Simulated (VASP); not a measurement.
OSZICAR of a VASP run on AgCl (rock salt):

File OSZICAR:
```
       N       E                     dE             d eps       ncg     rms          rms(c)
DAV:   1     0.102405350399E+03    0.10241E+03   -0.87301E+03   926   0.123E+03
DAV:   2    -0.454709257742E+00   -0.10286E+03   -0.97028E+02  1090   0.249E+02
DAV:   3    -0.496320597089E+01   -0.45085E+01   -0.44940E+01  1055   0.560E+01
DAV:   4    -0.500144366944E+01   -0.38238E-01   -0.38233E-01  1040   0.578E+00
DAV:   5    -0.500204123150E+01   -0.59756E-03   -0.59756E-03  1065   0.729E-01    0.495E+00
DAV:   6    -0.479741621294E+01    0.20463E+00   -0.33199E-01   970   0.746E+00    0.334E+00
DAV:   7    -0.479314196114E+01    0.42743E-02   -0.11503E-01   940   0.280E+00    0.183E+00
DAV:   8    -0.479408447907E+01   -0.94252E-03   -0.74844E-03   965   0.111E+00    0.231E-01
DAV:   9    -0.479432468297E+01   -0.24020E-03   -0.10046E-03   980   0.467E-01    0.498E-02
DAV:  10    -0.479451824792E+01   -0.19356E-03   -0.31765E-04   935   0.174E-01    0.506E-02
DAV:  11    -0.479453799704E+01   -0.19749E-04   -0.24585E-05  1010   0.395E-02    0.566E-03
DAV:  12    -0.479453873160E+01   -0.73457E-06   -0.94129E-07  1050   0.956E-03    0.577E-03
DAV:  13    -0.479453920648E+01   -0.47487E-06   -0.11781E-06   935   0.916E-03    0.174E-03
DAV:  14    -0.479453915037E+01    0.56108E-07   -0.42434E-08   765   0.204E-03
   1 F= -.47945392E+01 E0= -.47945392E+01  d E =0.000000E+00
```

Which electronic solver shows in the log?

It is blocked Davidson (ALGO = Normal, or the opening steps of other solvers). The INCAR had ALGO = Normal.

Can the final energy be trusted as converged?

Self-consistency was reached. It stopped with EDIFF = 1E-7, NELM = 100 (revPBE GGA, plane waves, VASP's PBE PAW potentials (set 64)).

The compound is AgCl in the rock salt structure. It was relaxed first, which changed the volume by +9 %.
